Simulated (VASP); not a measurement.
# BH₃Se: screened Coulomb integrals of an active space by constrained RPA

BH₃Se, molecule in box, 5 atoms in the cell.

| Functional | Screened U within a state, mean (eV) | Screened U' between states, mean (eV) | Screened J (eV) | Bare U within a state, mean (eV) | Bare U' between states, mean (eV) | Time (s) |
|---|---|---|---|---|---|---|
| LDA | 7.73 | 6.39 | 0.99 | 10.80 | 8.54 | 289 |
| PBE | 7.75 | 6.37 | 0.97 | 10.81 | 8.50 | 236 |
| r2SCAN | 8.04 | 6.53 | 0.94 | 10.86 | 8.41 | 717 |
| PBE0 | 8.25 | 6.68 | 0.93 | 10.77 | 8.32 | 340 |
| HSE06 | 8.06 | 6.51 | 0.92 | 10.78 | 8.32 | 383 |

Limits: the periodic box is only 5.27 Å wide at its narrowest and no larger one was tried.

## Input of the first row

INCAR.step1:
```
SYSTEM = BH3Se
  ALGO = Normal
  EDIFF = 1E-7
  ENCUT = 420
  GGA = CA
  ISMEAR = -1
  LASPH = .True.
  LCHARG = .False.
  LWAVE = .True.
  NELM = 150
  PREC = Accurate
  SIGMA = 0.02
```

INCAR.step2, as INCAR.step1 but for:
```
- ALGO = Normal
- NELM = 150
+ ALGO = Exact
+ LOPTICS = .True.
+ NBANDS = 126
+ NELM = 1
```

INCAR.step3:
```
SYSTEM = BH3Se
  ALGO = CRPA
  ENCUT = 420
  ENCUTGW = 90
  GGA = CA
  ISMEAR = -1
  LASPH = .True.
  LCHARG = .False.
  LOCALIZED_BASIS = BLOCH
  LWAVE = .False.
  NBANDS = 128
  NCRPA_BANDS = 6 7
  NTARGET_STATES = 6 7
  PREC = Accurate
  PRECFOCK = Fast
  SIGMA = 0.02
```

KPOINTS:
```
k-points
0
Gamma
  1 1 1
```

POSCAR:
```
BH3Se
1.0
    7.3300000000      0.0000000000      0.0000000000
    0.0000000000      8.6100000000      0.0000000000
    0.0000000000      0.0000000000      5.2700000000
B Se H
1 1 3
Direct
    0.5019167900      0.4140592300      0.5102656500
    0.6588199200      0.5881010400      0.4741745700
    0.3411800800      0.4300987200      0.5258254300
    0.5750955100      0.2906097600      0.5159582500
    0.5176875900      0.7093902400      0.4760531300
```

Commands (each step's output is kept before the next begins):
```
cat potpaw_LDA.64/B_GW/POTCAR potpaw_LDA.64/Se_GW/POTCAR potpaw_LDA.64/H_GW/POTCAR > POTCAR
cp INCAR.step1 INCAR
mpirun -np 4 vasp_std > vasp.out
cp INCAR.step2 INCAR
mpirun -np 4 vasp_std > vasp.out
cp INCAR.step3 INCAR
mpirun -np 4 vasp_std > vasp.out
```

Changes of the last row against the first:
```
(all steps)
- GGA = CA
+ GGA = PE
+ LHFCALC = True
+ HFSCREEN = 0.2
- cat potpaw_LDA.64/B_GW/POTCAR potpaw_LDA.64/Se_GW/POTCAR potpaw_LDA.64/H_GW/POTCAR > POTCAR
+ cat potpaw_PBE.64/B_GW/POTCAR potpaw_PBE.64/Se_GW/POTCAR potpaw_PBE.64/H_GW/POTCAR > POTCAR
```

VASP 6.6.1 took 289 s on 4 cores (Intel Xeon Platinum 8488C (Sapphire Rapids)), a shared host.
